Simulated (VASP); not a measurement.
# XPS shifts in Zr2Ta3, part 4 of 5

Which atoms of Zr2Ta3 bind their core electrons more tightly, and does the hole change the order?

VASP 6.6.1, plane waves and PAW; the level of theory is named at each step.

So far. Step 2 (Relaxation): The forces on the free atoms are under 0.05 eV/Å.

## (4) Core hole, atom Zr4, shell 3d

This step: final-state core hole with the electron kept at the Fermi level, PBEsol; plane waves and PAW (Zr_sv, Zr_sv, Ta_pv) (VASP 6.6.1).

A core electron of Zr4 (3d) is moved to the Fermi level; this atom comes first in POSCAR as a species of its own.

Input file INCAR:

```
SYSTEM = Zr2Ta3
PREC = Normal
ENCUT = 330
EDIFF = 1E-05
NELM = 120
ISMEAR = 0
SIGMA = 0.1
LREAL = Auto
ALGO = Fast
GGA = PS
NBANDS = 141
LASPH = .TRUE.
LWAVE = .FALSE.
LCHARG = .FALSE.
NCORE = 8
ICORELEVEL = 2
CLNT = 1
CLN = 3
CLL = 2
CLZ = 1
ISIF = 0
```

Input file POSCAR:

```
Zr2Ta3
1.0
    6.6200000000      0.0000000000      0.0000000000
    0.0000000000      6.6200000000      0.0000000000
    0.0000000000      0.0000000000     20.6200000000
Zr Zr Ta
1 7 12
Direct
    0.5000000000      0.5000000000      0.6613709627
    0.0000000000      0.0000000000      0.6613709627
    0.5000000000      0.0000000000      0.6613709627
    0.0000000000      0.5000000000      0.6613709627
    0.0000000000      0.0000000000      0.3386290373
    0.5000000000      0.0000000000      0.3386290373
    0.0000000000      0.5000000000      0.3386290373
    0.5000000000      0.5000000000      0.3386290373
    0.2500000000      0.2500000000      0.5783687327
    0.7500000000      0.2500000000      0.5783687327
    0.2500000000      0.7500000000      0.5783687327
    0.7500000000      0.7500000000      0.5783687327
    0.0000000000      0.0000000000      0.5000000000
    0.5000000000      0.0000000000      0.5000000000
    0.0000000000      0.5000000000      0.5000000000
    0.5000000000      0.5000000000      0.5000000000
    0.2500000000      0.2500000000      0.4216312673
    0.7500000000      0.2500000000      0.4216312673
    0.2500000000      0.7500000000      0.4216312673
    0.7500000000      0.7500000000      0.4216312673
```

Input file KPOINTS:

```
Automatic mesh
0
Gamma
3 3 1
0 0 0
```

PAW data sets: Zr_sv, Zr_sv and Ta_pv (PBE family, release 64).

The run is started by

```console
$ mpirun -np 8 vasp_std
```

Output:

```text
[banner, memory and clock lines left out]
running    8 mpi-ranks, on    1 nodes
 distrk:  each k-point on    8 cores,    1 groups
 distr:  one band on    8 cores,    1 groups

 POSCAR found type information on POSCAR ZrZrTa
 POSCAR found :  3 types and      20 ions
 [... a notice as in an earlier step ...]

 [... a notice as in an earlier step ...]

 LDA part: xc-table for (Slater+PW92), standard interpolation
 POSCAR, INCAR and KPOINTS ok, starting setup
 FFT: planning ... GRIDC
 FFT: planning ... GRID_SOFT
 FFT: planning ... GRID
 WAVECAR not read
 entering main loop
       N       E                     dE             d eps       ncg     rms          rms(c)
DAV:   1     0.158412864323E+04    0.15841E+04   -0.10564E+05  1070   0.106E+03
DAV:   2    -0.271609659954E+03   -0.18557E+04   -0.18102E+04   957   0.366E+02
DAV:   3    -0.407402102147E+03   -0.13579E+03   -0.13131E+03  1172   0.750E+01
DAV:   4    -0.424801922193E+03   -0.17400E+02   -0.17229E+02  1596   0.212E+01
DAV:   5    -0.427709966569E+03   -0.29080E+01   -0.29067E+01  1164   0.562E+00    0.594E+01
RMM:   6    -0.421204161523E+03    0.65058E+01   -0.15434E+02  1250   0.175E+01    0.293E+01
RMM:   7    -0.467027217407E+03   -0.45823E+02   -0.95937E+01  1127   0.151E+01    0.343E+01
RMM:   8    -0.410094084386E+03    0.56933E+02   -0.36379E+01  1114   0.922E+00    0.167E+01
RMM:   9    -0.399539269794E+03    0.10555E+02   -0.13615E+01  1183   0.601E+00    0.639E+00
RMM:  10    -0.399744137176E+03   -0.20487E+00   -0.54647E+00  1338   0.283E+00    0.395E+00
RMM:  11    -0.399780711735E+03   -0.36575E-01   -0.93384E-01  1324   0.151E+00    0.355E+00
RMM:  12    -0.399642541457E+03    0.13817E+00   -0.66124E-01  1295   0.130E+00    0.146E+00
RMM:  13    -0.399645002671E+03   -0.24612E-02   -0.45681E-01  1333   0.837E-01    0.797E-01
RMM:  14    -0.399645677299E+03   -0.67463E-03   -0.13329E-01  1308   0.611E-01    0.428E-01
RMM:  15    -0.399649143015E+03   -0.34657E-02   -0.63754E-02  1423   0.357E-01    0.185E-01
RMM:  16    -0.399653680934E+03   -0.45379E-02   -0.32522E-02  1456   0.232E-01    0.131E-01
RMM:  17    -0.399656271531E+03   -0.25906E-02   -0.15756E-02  1487   0.173E-01    0.936E-02
RMM:  18    -0.399657354352E+03   -0.10828E-02   -0.86325E-03  1498   0.134E-01    0.423E-02
WARNING in EDDRMM: call to ZHEGV failed, returncode =   8  4    131
RMM:  19    -0.399657643079E+03   -0.28873E-03   -0.54463E-03  1527   0.101E-01    0.240E-02
RMM:  20    -0.399658013544E+03   -0.37046E-03   -0.33799E-03  1460   0.801E-02    0.181E-02
RMM:  21    -0.399658533113E+03   -0.51957E-03   -0.21938E-03  1364   0.637E-02    0.170E-02
RMM:  22    -0.399658804571E+03   -0.27146E-03   -0.13744E-03  1334   0.532E-02    0.821E-03
RMM:  23    -0.399659127507E+03   -0.32294E-03   -0.98015E-04  1268   0.442E-02    0.779E-03
RMM:  24    -0.399659327239E+03   -0.19973E-03   -0.67351E-04  1170   0.373E-02    0.556E-03
WARNING in EDDRMM: call to ZHEGV failed, returncode =   8  4    123
RMM:  25    -0.399659519392E+03   -0.19215E-03   -0.49332E-04  1155   0.325E-02    0.383E-03
RMM:  26    -0.399659577998E+03   -0.58606E-04   -0.36214E-04  1041   0.278E-02    0.321E-03
RMM:  27    -0.399659610632E+03   -0.32634E-04   -0.26635E-04   996   0.247E-02    0.317E-03
WARNING in EDDRMM: call to ZHEGV failed, returncode =   8  4    128
RMM:  28    -0.399659629384E+03   -0.18752E-04   -0.20923E-04   901   0.219E-02    0.617E-03
RMM:  29    -0.399659646133E+03   -0.16749E-04   -0.15628E-04   881   0.199E-02    0.547E-03
RMM:  30    -0.399659658705E+03   -0.12572E-04   -0.12803E-04   850   0.181E-02    0.514E-03
RMM:  31    -0.399659668142E+03   -0.94370E-05   -0.10203E-04   788   0.166E-02    0.586E-03
RMM:  32    -0.399659675247E+03   -0.71052E-05   -0.82455E-05   742   0.154E-02
   1 F= -.39965968E+03 E0= -.39958266E+03  d E =-.154035E+00
```

Run time: 21 s. Hardware: 8 MPI ranks of AMD EPYC 9R45, shared host; peak memory 0.97 GiB.

Parts of OUTCAR (step 4):

```text
 Subroutine GETGRP returns: Found  8 space group operations
 (whereof  8 operations were pure point group operations)

The static configuration has the point symmetry C_4v.

 Found      3 irreducible k-points:

   NELECT =     229.0000    total number of electrons

 the core state eigenenergies are
   1-  1s -17856.3282  2s  -2502.0391  2p  -2235.0842  3s   -421.8152  3p   -334.5706
       3d   -192.7137
   2-  1s -17815.2083  2s  -2462.3513  2p  -2194.8677  3s   -397.6010  3p   -310.4842
       3d   -167.5837
   3-  1s -17815.3371  2s  -2462.4889  2p  -2195.0046  3s   -397.7339  3p   -310.6171
       3d   -167.7175
   4-  1s -17815.3371  2s  -2462.4889  2p  -2195.0046  3s   -397.7339  3p   -310.6171
       3d   -167.7175
   5-  1s -17815.2000  2s  -2462.3494  2p  -2194.8652  3s   -397.6000  3p   -310.4832
       3d   -167.5831
   6-  1s -17815.1940  2s  -2462.3415  2p  -2194.8575  3s   -397.5919  3p   -310.4751
       3d   -167.5749
   7-  1s -17815.1940  2s  -2462.3415  2p  -2194.8575  3s   -397.5919  3p   -310.4751
       3d   -167.5749
   8-  1s -17815.2070  2s  -2462.3555  2p  -2194.8714  3s   -397.6055  3p   -310.4887
       3d   -167.5886
   9-  1s -67336.0352  2s -11561.7719  2p -10128.9507  3s  -2643.3003  3p  -2217.3427
       3d  -1721.0757  4s   -533.3590  4p   -393.6761  4d   -215.0660  4f    -17.7019
       5s    -65.9006
  10-  1s -67336.0352  2s -11561.7719  2p -10128.9507  3s  -2643.3003  3p  -2217.3427
       3d  -1721.0757  4s   -533.3590  4p   -393.6761  4d   -215.0660  4f    -17.7019
       5s    -65.9006
  11-  1s -67336.0352  2s -11561.7719  2p -10128.9507  3s  -2643.3003  3p  -2217.3427
       3d  -1721.0757  4s   -533.3590  4p   -393.6761  4d   -215.0660  4f    -17.7019
       5s    -65.9006
  12-  1s -67336.0352  2s -11561.7719  2p -10128.9507  3s  -2643.3003  3p  -2217.3427
       3d  -1721.0757  4s   -533.3590  4p   -393.6761  4d   -215.0660  4f    -17.7019
       5s    -65.9006
  13-  1s -67335.7754  2s -11561.5155  2p -10128.6938  3s  -2643.0497  3p  -2217.0921
       3d  -1720.8244  4s   -533.1169  4p   -393.4349  4d   -214.8258  4f    -17.4668
       5s    -65.6847
  14-  1s -67335.7778  2s -11561.5171  2p -10128.6954  3s  -2643.0512  3p  -2217.0936
       3d  -1720.8259  4s   -533.1182  4p   -393.4362  4d   -214.8271  4f    -17.4680
       5s    -65.6859
  15-  1s -67335.7778  2s -11561.5171  2p -10128.6954  3s  -2643.0512  3p  -2217.0936
       3d  -1720.8259  4s   -533.1182  4p   -393.4362  4d   -214.8271  4f    -17.4680
       5s    -65.6859
  16-  1s -67335.8377  2s -11561.5749  2p -10128.7534  3s  -2643.1074  3p  -2217.1498
       3d  -1720.8822  4s   -533.1719  4p   -393.4896  4d   -214.8801  4f    -17.5198
[...]
3d  -1720.9873  4s   -533.2753  4p   -393.5929  4d   -214.9833  4f    -17.6214
       5s    -65.8291

 E-fermi :   1.1915

 k-point     1 :       0.0000    0.0000    0.0000
  band No.  band energies     occupation
    ...
    103       0.3528      2.00000
    104       0.5608      2.00000
    105       0.6010      2.00000
    106       1.1183      1.69918
    107       1.1183      1.69918
    108       1.2549      0.37008
    109       1.2906      0.16121
    110       1.2906      0.16121
    111       1.3595      0.01752
    112       1.4422      0.00039
    ...

 k-point     2 :       0.3333    0.0000    0.0000
  band No.  band energies     occupation
    ...
    109       1.0432      1.96408
    110       1.0990      1.80903
    111       1.1003      1.80284
    112       1.1226      1.67028
    113       1.1673      1.26747
    114       1.2836      0.19267
    115       1.2870      0.17666
    116       1.4072      0.00228
    117       1.5610      0.00000
    118       1.5696      0.00000
    ...

 POSITION                                       TOTAL-FORCE (eV/Angst)
 -----------------------------------------------------------------------------------
      3.31000      3.31000     13.63747         0.000000     -0.000000     -1.687088
      0.00000      0.00000     13.63747        -0.000000     -0.000000     -0.101117
      3.31000      0.00000     13.63747         0.000000     -0.000000      0.114189
      0.00000      3.31000     13.63747         0.000000     -0.000000      0.114189
      0.00000      0.00000      6.98253         0.000000     -0.000000     -0.038047
      3.31000      0.00000      6.98253         0.000000     -0.000000      0.049115
      0.00000      3.31000      6.98253        -0.000000     -0.000000      0.049115
      3.31000      3.31000      6.98253         0.000000     -0.000000      0.058587
      1.65500      1.65500     11.92596         0.222338      0.222338      0.305235
      4.96500      1.65500     11.92596        -0.222338      0.222338      0.305235
      1.65500      4.96500     11.92596         0.222338     -0.222338      0.305235
      4.96500      4.96500     11.92596        -0.222338     -0.222338      0.305235
      0.00000      0.00000     10.31000        -0.000000     -0.000000      0.058268
      3.31000      0.00000     10.31000         0.000000     -0.000000      0.080855
      0.00000      3.31000     10.31000         0.000000     -0.000000      0.080855
      3.31000      3.31000     10.31000         0.000000     -0.000000      0.006704
      1.65500      1.65500      8.69404         0.041635      0.041635     -0.001641
      4.96500      1.65500      8.69404        -0.041635      0.041635     -0.001641
      1.65500      4.96500      8.69404         0.041635     -0.041635     -0.001641
      4.96500      4.96500      8.69404        -0.041635     -0.041635     -0.001641
 -----------------------------------------------------------------------------------
    total drift:                                0.000000      0.000000     -0.007601

  FREE ENERGIE OF THE ION-ELECTRON SYSTEM (eV)
  ---------------------------------------------------
  free  energy   TOTEN  =      -399.6596752472 eV

  energy  without entropy=     -399.5056403932  energy(sigma->0) =     -399.58265782

[... 6 parts as in an earlier step ...]

[... 2 further parts left out ...]
```

This run has no spin polarisation.

This step gave:

* free energy (TOTEN): -399.6597 eV
* energy at zero smearing: -399.5827 eV
* Fermi energy: 1.192 eV

This is the reference for holes on Zr.

## (5) Core hole, atom Zr3, shell 3d

The same hole on the next atom.

INCAR is that of step 4.

POSCAR: that of step 4 with these lines changed.

```diff
@@ -8,6 +8,6 @@
 Direct
-    0.5000000000      0.5000000000      0.6613709627
+    0.0000000000      0.5000000000      0.6613709627
     0.0000000000      0.0000000000      0.6613709627
     0.5000000000      0.0000000000      0.6613709627
-    0.0000000000      0.5000000000      0.6613709627
+    0.5000000000      0.5000000000      0.6613709627
     0.0000000000      0.0000000000      0.3386290373
```

KPOINTS is that of step 4.

The run is started by

```console
$ mpirun -np 8 vasp_std
```

Output:

```text
[... set-up lines as in an earlier step ...]
 entering main loop
       N       E                     dE             d eps       ncg     rms          rms(c)
DAV:   1     0.157875526408E+04    0.15788E+04   -0.10574E+05  1070   0.106E+03
DAV:   2    -0.272150181404E+03   -0.18509E+04   -0.18049E+04   957   0.366E+02
DAV:   3    -0.407765333209E+03   -0.13562E+03   -0.13112E+03  1196   0.749E+01
DAV:   4    -0.424450413119E+03   -0.16685E+02   -0.16525E+02  1604   0.210E+01
[...]
RMM:  20    -0.399658188928E+03   -0.32426E-03   -0.29051E-03  1452   0.766E-02    0.177E-02
RMM:  21    -0.399658633715E+03   -0.44479E-03   -0.17667E-03  1366   0.603E-02    0.156E-02
RMM:  22    -0.399658891259E+03   -0.25754E-03   -0.10990E-03  1299   0.496E-02    0.765E-03
WARNING in EDDRMM: call to ZHEGV failed, returncode =   8  4    100
RMM:  23    -0.399659242675E+03   -0.35142E-03   -0.75463E-04  1254   0.412E-02    0.610E-03
WARNING in EDDRMM: call to ZHEGV failed, returncode =   6  3    110
RMM:  24    -0.399659414336E+03   -0.17166E-03   -0.51034E-04  1140   0.343E-02    0.516E-03
RMM:  25    -0.399659549950E+03   -0.13561E-03   -0.36442E-04  1108   0.297E-02    0.390E-03
RMM:  26    -0.399659616146E+03   -0.66197E-04   -0.26246E-04  1016   0.257E-02    0.252E-03
RMM:  27    -0.399659641186E+03   -0.25039E-04   -0.19451E-04   961   0.226E-02    0.232E-03
RMM:  28    -0.399659655233E+03   -0.14047E-04   -0.14433E-04   895   0.201E-02    0.213E-03
RMM:  29    -0.399659666096E+03   -0.10863E-04   -0.11727E-04   839   0.181E-02    0.190E-03
RMM:  30    -0.399659670617E+03   -0.45209E-05   -0.89375E-05   866   0.171E-02
   1 F= -.39965967E+03 E0= -.39958264E+03  d E =-.154061E+00
```

Run time: 19 s. Hardware: 8 MPI ranks; peak memory 0.98 GiB; 2.5 min of CPU time.

From OUTCAR (step 5):

```text
 POSITION                                       TOTAL-FORCE (eV/Angst)
 -----------------------------------------------------------------------------------
      0.00000      3.31000     13.63747         0.000000      0.000000     -1.686334
      0.00000      0.00000     13.63747         0.000000      0.000000      0.113683
      3.31000      0.00000     13.63747         0.000000      0.000000     -0.101647
      3.31000      3.31000     13.63747         0.000000      0.000000      0.113683
      0.00000      0.00000      6.98253         0.000000      0.000000      0.049607
      3.31000      0.00000      6.98253         0.000000      0.000000     -0.038068
      0.00000      3.31000      6.98253         0.000000      0.000000      0.059165
      3.31000      3.31000      6.98253         0.000000      0.000000      0.049607
      1.65500      1.65500     11.92596        -0.222574      0.222574      0.305295
      4.96500      1.65500     11.92596         0.222574      0.222574      0.305295
      1.65500      4.96500     11.92596        -0.222574     -0.222574      0.305295
      4.96500      4.96500     11.92596         0.222574     -0.222574      0.305295
      0.00000      0.00000     10.31000         0.000000      0.000000      0.080556
      3.31000      0.00000     10.31000         0.000000      0.000000      0.058282
[...]
-----------------------------------------------------------------------------------
    total drift:                                0.000000      0.000000     -0.005968

  FREE ENERGIE OF THE ION-ELECTRON SYSTEM (eV)
  ---------------------------------------------------
  free  energy   TOTEN  =      -399.6596706173 eV

  energy  without entropy=     -399.5056098599  energy(sigma->0) =     -399.58264024

[... 2 parts as in an earlier step ...]

[... 1 further part left out ...]
[key lines of the parts left out:]
E-fermi :   1.1913
```

Against the hole on Zr4 the energy differs by +0.00 eV.

## (6) Core hole, atom Ta9, shell 4f

This step: final-state core hole with the electron kept at the Fermi level, PBEsol; plane waves and PAW (Ta_pv, Zr_sv, Ta_pv) (VASP 6.6.1).

System of this step: Zr2Ta3. The cell holds 20 atoms: 12 Ta and 8 Zr. Its edges and angles: a = 6.620 Å, b = 6.620 Å, c = 20.620 Å, α = 90.0°, β = 90.0°, γ = 90.0°. It derives from Ta. Overlayer: added Zr, how one layer, both faces. Vacuum lies along c.

A core electron of Ta9 (4f) is moved to the Fermi level; this atom comes first in POSCAR as a species of its own.

INCAR: that of step 5 with these lines changed.

```diff
@@ -17,4 +17,4 @@
 CLNT = 1
-CLN = 3
-CLL = 2
+CLN = 4
+CLL = 3
 CLZ = 1
```

POSCAR: that of step 5 with these lines changed.

```diff
@@ -5,8 +5,9 @@
     0.0000000000      0.0000000000     20.6200000000
-Zr Zr Ta
-1 7 12
+Ta Zr Ta
+1 8 11
 Direct
-    0.0000000000      0.5000000000      0.6613709627
+    0.2500000000      0.2500000000      0.5783687327
     0.0000000000      0.0000000000      0.6613709627
     0.5000000000      0.0000000000      0.6613709627
+    0.0000000000      0.5000000000      0.6613709627
     0.5000000000      0.5000000000      0.6613709627
@@ -16,3 +17,2 @@
     0.5000000000      0.5000000000      0.3386290373
-    0.2500000000      0.2500000000      0.5783687327
     0.7500000000      0.2500000000      0.5783687327
```

KPOINTS is that of step 5.

Potentials, in the order of the species: Ta_pv, Zr_sv and Ta_pv (PBE family, release 64).

The run is started by

```console
$ mpirun -np 8 vasp_std
```

Output:

```text
[banner, memory and clock lines left out]
running    8 mpi-ranks, on    1 nodes
[...]
[... a notice as in an earlier step ...]

 [... a notice as in an earlier step ...]

 LDA part: xc-table for (Slater+PW92), standard interpolation
 POSCAR, INCAR and KPOINTS ok, starting setup
[...]
entering main loop
       N       E                     dE             d eps       ncg     rms          rms(c)
DAV:   1     0.160763040961E+04    0.16076E+04   -0.10561E+05  1070   0.106E+03
DAV:   2    -0.244137518531E+03   -0.18518E+04   -0.18030E+04   957   0.366E+02
DAV:   3    -0.378618870518E+03   -0.13448E+03   -0.13037E+03  1188   0.754E+01
DAV:   4    -0.394761938347E+03   -0.16143E+02   -0.16000E+02  1580   0.209E+01
[...]
RMM:  25    -0.366678500362E+03   -0.12880E-03   -0.14908E-04  1077   0.236E-02    0.381E-03
RMM:  26    -0.366678539510E+03   -0.39147E-04   -0.93375E-05  1023   0.207E-02    0.273E-03
RMM:  27    -0.366678558124E+03   -0.18615E-04   -0.60331E-05   954   0.185E-02    0.296E-03
WARNING in EDDRMM: call to ZHEGV failed, returncode =   8  4     74
RMM:  28    -0.366678559673E+03   -0.15483E-05   -0.37456E-05   845   0.167E-02
   1 F= -.36667856E+03 E0= -.36659003E+03  d E =-.177060E+00
```

Wall time 18 s (8 MPI ranks); peak memory 0.99 GiB; 2.3 min of CPU time.

Parts of OUTCAR (step 6):

```text
 POSITION                                       TOTAL-FORCE (eV/Angst)
 -----------------------------------------------------------------------------------
      1.65500      1.65500     11.92596         0.000000     -0.000000      0.219299
      0.00000      0.00000     13.63747         0.312209      0.312209     -0.402024
      3.31000      0.00000     13.63747        -0.312209      0.312209     -0.402024
      0.00000      3.31000     13.63747         0.312209     -0.312209     -0.402024
      3.31000      3.31000     13.63747        -0.312209     -0.312209     -0.402024
      0.00000      0.00000      6.98253         0.023206      0.023206      0.059109
      3.31000      0.00000      6.98253        -0.023206      0.023206      0.059109
      0.00000      3.31000      6.98253         0.023206     -0.023206      0.059109
      3.31000      3.31000      6.98253        -0.023206     -0.023206      0.059109
      4.96500      1.65500     11.92596         0.000000     -0.000000     -0.007428
      1.65500      4.96500     11.92596         0.000000     -0.000000     -0.007428
      4.96500      4.96500     11.92596         0.000000     -0.000000     -0.057969
      0.00000      0.00000     10.31000         0.231331      0.231331      0.331325
      3.31000      0.00000     10.31000        -0.231331      0.231331      0.331325
[...]
-----------------------------------------------------------------------------------
    total drift:                                0.000000      0.000000     -0.007123

  FREE ENERGIE OF THE ION-ELECTRON SYSTEM (eV)
  ---------------------------------------------------
  free  energy   TOTEN  =      -366.6785596727 eV

  energy  without entropy=     -366.5015000173  energy(sigma->0) =     -366.59002985

[... 2 parts as in an earlier step ...]

[... 1 further part left out ...]
[key lines of the parts left out:]
E-fermi :   1.2220
```

This is the reference for holes on Ta.

[end of part 4 of 5]

[Lines on the potential files, build, host, timing and source positions are cut from VASP's logs without a mark.]

[Logs are printed without paths, hosts, clocks, repeated set-up lines and the standing remarks that a program may print on its own settings, such as how far it seeks lower states.]

[Hosts, paths, dates, database ids (printed as entryN), source tags and the programs' standing remarks are cut or masked in the printed files.]
